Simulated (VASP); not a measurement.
These are RPBE GGA, VASP's PBE PAW potentials (set 64) (plane waves; VASP 6.6.1) values and carry that method's errors.

Input for VASP

**KPOINTS**
```
Automatic mesh
0
G
8 8 2
0 0 0
```

File POSCAR:
```
CdSe
14.496650
  0.3054607099   0.0000000000   0.0000000000
 -0.1527303205   0.2645367033   0.0000000000
  0.0000000000   0.0000000000   1.0000000000
Cd Se
4 4
Direct
  0.0000000000   0.0000000000   0.0000000000
  0.0000000000   0.0000000000   0.5000000000
  0.6666670000   0.3333330000   0.7501800000
  0.3333330000   0.6666670000   0.2501800000
  0.0000000000   0.0000000000   0.8121600000
  0.0000000000   0.0000000000   0.3121600000
  0.6666670000   0.3333330000   0.5632900000
  0.3333330000   0.6666670000   0.0632900000
```

INCAR:
```
LCHARG=.False.
ISMEAR=-1   # Fermi-Dirac
LASPH=.True.   # aspherical one-centre terms
EDIFF=1E-6
SYSTEM=CdSe
GGA=RP   # RPBE
SIGMA=0.136
LMAXMIX=4
PREC=Accurate
LWAVE=.False.
ALGO=Normal
LREAL=.False.
NELM=100
ISIF=2
ENCUT=300
```

POTCAR, in this order: Cd Se (PBE.64 set). Program: vasp_std.

Problem. What will the output report for the number of irreducible k-points (NKPTS), largest plane-wave count, number of space-group operations, FFT grid (NGX, NGY, NGZ)?

Solution. 
| Item | Result |
|---|---|
| number of irreducible k-points (NKPTS) | 20 |
| largest plane-wave count | 2924 |
| number of space-group operations | 12 |
| FFT grid (NGX, NGY, NGZ) | 28 × 28 × 84 |

The structure was generated: CdSe was put into an ordered model structure, which need not be its known phase. The cell was not relaxed at this level. The run is one of a series of settings (GGA = RP, POTCAR Cd Se (PBE.64 set) against the base run), some of them coarse on purpose.
